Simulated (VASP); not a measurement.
WP (relaxed from the rock salt structure, space group Fm-3m): computed properties

All values below come from r2SCAN meta-GGA, VASP's PBE PAW potentials (set 64) (plane waves; VASP 6.6.1).

```json
{
 "space_group": "Fm-3m (225)",
 "cell": "a = 4.9443 Å, b = 4.9443 Å, c = 4.9443 Å, α = 90.00°, β = 90.00°, γ = 90.00°",
 "volume_per_atom": "15.11 Å³/atom",
 "band gap (over mesh and band path)": "none (metal, semimetal or under 0.01 eV)",
 "density": "11.80 g/cm³"
}
```

```
CELL_PARAMETERS angstrom
      0.00000     2.47214     2.47214
      2.47214     0.00000     2.47214
      2.47214     2.47214     0.00000
ATOMIC_POSITIONS crystal
  W  0.00000 0.00000 0.00000
  P  0.50000 0.50000 0.50000
```

Unless said otherwise, spin-orbit coupling is left out, though it shifts the bands of the heavy elements here.

The structure was generated: WP was put into the rock salt type (Fm-3m), which need not be its known phase. It was relaxed first, which changed the volume by -38 %. Symmetry was kept, so distortions that lower it aren't found. The electron count is odd and the run is not spin-polarised, which forces a metal.
